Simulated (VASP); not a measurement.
Consider the following.

```xyz
71
Lattice="9.3112 0.0000 0.0000 0.0000 9.3112 0.0000 0.0000 0.0000 8.9060" Properties=species:S:1:pos:R:3 pbc="T T T"
Ti     0.0000     0.0000     0.0000
Ti     2.3278     2.3278     1.4843
Ti     0.0000     0.0000     2.9687
Ti     2.3278     2.3278     4.4530
Ti     0.0000     0.0000     5.9374
Ti     2.3278     2.3278     7.4217
Ti     0.0000     4.6556     0.0000
Ti     2.3278     6.9834     1.4843
Ti     0.0000     4.6556     2.9687
Ti     2.3278     6.9834     4.4530
Ti     0.0000     4.6556     5.9374
Ti     2.3278     6.9834     7.4217
Ti     4.6556     0.0000     0.0000
Ti     6.9834     2.3278     1.4843
Ti     4.6556     0.0000     2.9687
Ti     6.9834     2.3278     4.4530
Ti     4.6556     0.0000     5.9374
Ti     6.9834     2.3278     7.4217
Ti     4.6941     4.6194     8.8914
Ti     6.9834     6.9834     1.4843
Ti     6.9834     6.9834     4.4530
Ti     4.6827     4.6989     5.9606
Ti     6.9834     6.9834     7.4217
O      1.4200     1.4200     0.0000
O      3.7478     0.9078     1.4843
O      0.9078     3.7478     1.4843
O      3.2357     3.2357     0.0000
O      1.4200     1.4200     2.9687
O      3.7478     0.9078     4.4530
O      0.9078     3.7478     4.4530
O      3.2684     3.2127     2.9355
O      1.4200     1.4200     5.9374
O      3.7478     0.9078     7.4217
O      0.9078     3.7478     7.4217
O      3.2357     3.2357     5.9374
O      1.4200     6.0756     0.0000
O      3.7232     5.5997     1.5028
O      0.9078     8.4034     1.4843
O      3.2357     7.8913     0.0000
O      1.4200     6.0756     2.9687
O      3.7933     5.5925     4.4512
O      0.9078     8.4034     4.4530
O      3.2357     7.8913     2.9687
O      1.4200     6.0756     5.9374
O      3.7478     5.5635     7.4217
O      0.9078     8.4034     7.4217
O      3.2357     7.8913     5.9374
O      6.0756     1.4200     0.0000
O      8.4034     0.9078     1.4843
O      5.6067     3.7430     1.4735
O      7.8913     3.2357     0.0000
O      6.0756     1.4200     2.9687
O      8.4034     0.9078     4.4530
O      5.5633     3.7279     4.4749
O      7.8913     3.2357     2.9687
O      6.0756     1.4200     5.9374
O      8.4034     0.9078     7.4217
O      5.5635     3.7478     7.4217
O      7.8913     3.2357     5.9374
O      6.0756     6.0756     0.0000
O      8.4034     5.5635     1.4843
O      5.5635     8.4034     1.4843
O      7.8913     7.8913     0.0000
O      6.0540     6.0709     2.9417
O      8.4034     5.5635     4.4530
O      5.5635     8.4034     4.4530
O      7.8913     7.8913     2.9687
O      6.0756     6.0756     5.9374
O      8.4034     5.5635     7.4217
O      5.5635     8.4034     7.4217
O      7.8913     7.8913     5.9374
```

These are PBE GGA, VASP's PBE PAW potentials (set 64) (plane waves; VASP) values and carry that method's errors. Settings: PREC = Normal, LREAL = Auto, ISYM = 0, EDIFF = 1E-5, 400 eV cut-off, 1×1×1 Γ-centred mesh, Gaussian smearing of 0.050 eV, potentials Ti O.

The supercell is sampled at Γ alone, which is coarse: total energies, pressure and levels can be off, energies of defects by several tenths of an eV.

Task: The ions are relaxed. Give the cell that the relaxation ends in.

Result: 
```xyz
71
Lattice="9.3112 0.0000 0.0000 0.0000 9.3112 0.0000 0.0000 0.0000 8.9060" Properties=species:S:1:pos:R:3 pbc="T T T"
Ti     0.0046     0.0008     0.0081
Ti     2.3786     2.3788     1.5259
Ti     0.0010     9.3108     2.9691
Ti     2.3795     2.3796     4.4095
Ti     0.0045     0.0028     5.9303
Ti     2.3026     2.3021     7.4205
Ti     9.3107     4.6549     0.0029
Ti     2.3708     6.9415     1.4967
Ti     0.0003     4.6559     2.9686
Ti     2.3704     6.9415     4.4396
Ti     9.3106     4.6540     5.9343
Ti     2.3758     6.9331     7.4216
Ti     4.6554     9.3106     0.0029
Ti     6.9445     2.3689     1.4977
Ti     4.6552     0.0001     2.9684
Ti     6.9423     2.3676     4.4401
Ti     4.6551     9.3100     5.9340
Ti     6.9357     2.3736     7.4217
Ti     4.6589     4.6566     0.1107
Ti     6.9337     6.9337     1.5247
Ti     6.9348     6.9348     4.4106
Ti     4.6587     4.6575     5.8262
Ti     7.0160     7.0154     7.4199
O      1.4172     1.4148     8.9021
O      3.7604     0.9197     1.4817
O      0.9218     3.7598     1.4816
O      3.2409     3.2382     8.8844
O      1.4075     1.4067     2.9682
O      3.7618     0.9211     4.4549
O      0.9215     3.7595     4.4550
O      3.1977     3.1965     2.9680
O      1.4172     1.4150     5.9399
O      3.7532     0.9224     7.4214
O      0.9236     3.7513     7.4215
O      3.2404     3.2397     5.9579
O      1.3680     6.0959     8.8890
O      3.6649     5.6498     1.3287
O      0.9086     8.4056     1.4754
O      3.2174     7.9455     8.8878
O      1.3964     6.0765     2.9682
O      3.6651     5.6523     4.6091
O      0.9081     8.4060     4.4620
O      3.2365     7.9178     2.9682
O      1.3680     6.0954     5.9535
O      3.7297     5.5837     7.4214
O      0.9107     8.4012     7.4211
O      3.2171     7.9465     5.9547
O      6.0979     1.3657     8.8894
O      8.4082     0.9059     1.4749
O      5.6540     3.6632     1.3273
O      7.9482     3.2154     8.8877
O      6.0782     1.3944     2.9679
O      8.4072     0.9053     4.4616
O      5.6516     3.6610     4.6090
O      7.9201     3.2342     2.9696
O      6.0984     1.3652     5.9540
O      8.4045     0.9091     7.4218
O      5.5862     3.7271     7.4215
O      7.9477     3.2152     5.9541
O      6.0756     6.0734     8.8835
O      8.3932     5.5518     1.4820
O      5.5535     8.3917     1.4820
O      7.8991     7.8970     8.9039
O      6.1179     6.1152     2.9688
O      8.3939     5.5529     4.4548
O      5.5532     8.3915     4.4548
O      7.9073     7.9059     2.9679
O      6.0756     6.0729     5.9588
O      8.3926     5.5613     7.4213
O      5.5626     8.3907     7.4215
O      7.8990     7.8977     5.9388
```

Task: How much energy does the relaxation gain?

Result: The energy (σ→0) changes by -29.9 meV/atom, in 20 ionic steps.

The cell is a supercell with a defect, built from TiO2 (rutile): vac_Ti. The run is not spin-polarised, so no state with unpaired spins was tried.
